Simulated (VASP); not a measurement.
Mg2ZnTeS2:

```
Mg Zn Te S
1.0
     4.02000    0.00000    0.00000
    -2.01000    3.48142    0.00000
     0.00000    0.00000    9.85000
Mg Zn Te S
2 1 1 2
Direct
  0.33333 0.66667 0.33333
  0.66667 0.33333 0.66667
  0.00000 0.00000 0.00000
  0.00000 0.00000 0.25000
  0.66667 0.33333 0.91667
  0.33333 0.66667 0.58333
```

The cell was built by a generator and needn't be a form met in nature.

```yaml
Program: VASP 6.6.1
Task: relaxation of cell and atoms
Functional: PBE
Potentials_or_basis: VASP PAW PBE potentials, release 64 (Mg, Zn, Te, S)
Cutoff: 520 eV
k_mesh: 4 × 4 × 2
Occupations: gaussian, width 0.15 eV
Spin: no spin polarisation
```

At the start: pressure 8.2 GPa; volume 22.98 Å³/atom.

Where does the relaxation end?

Over 9 steps the energy falls by 144.0 meV/atom and the volume is 25.38 Å³/atom (+10.4 %); space group P3m1 (No. 156, to 0.05 Å).

The path:
| step | energy change (eV) | largest force (eV/Å) | pressure (GPa) | volume (Å³) |
| --- | --- | --- | --- | --- |
| 1 | 0.0000 | 2.2662 | 8.20 | 137.85 |
| 2 | -0.6320 | 0.6066 | -2.06 | 162.66 |
| 3 | -0.6484 | 0.8163 | -0.83 | 158.59 |
| 4 | -0.6484 | 0.7914 | -1.21 | 159.03 |
| 5 | -0.7354 | 0.5036 | -0.75 | 157.10 |
| 6 | -0.8196 | 0.7271 | 0.08 | 152.69 |
| 7 | -0.8592 | 0.1733 | 0.03 | 151.62 |
| 8 | -0.8593 | 0.2146 | 0.15 | 151.66 |
| 9 | -0.8641 | 0.0253 | -0.05 | 152.26 |

Final structure:
```
CELL_PARAMETERS angstrom
4.14413 0.00000 0.00000
-2.07207 3.58892 0.00000
0.00000 0.00000 10.23732
ATOMIC_POSITIONS crystal
Mg 0.33333 0.66667 0.35818
Mg 0.66667 0.33333 0.67107
Zn 0.00000 0.00000 0.97671
Te 0.00000 0.00000 0.23570
S 0.66667 0.33333 0.91059
S 0.33333 0.66667 0.59774
```

Caveat: the k mesh is coarse (spacing up to 0.45 Å⁻¹), so the values aren't converged.
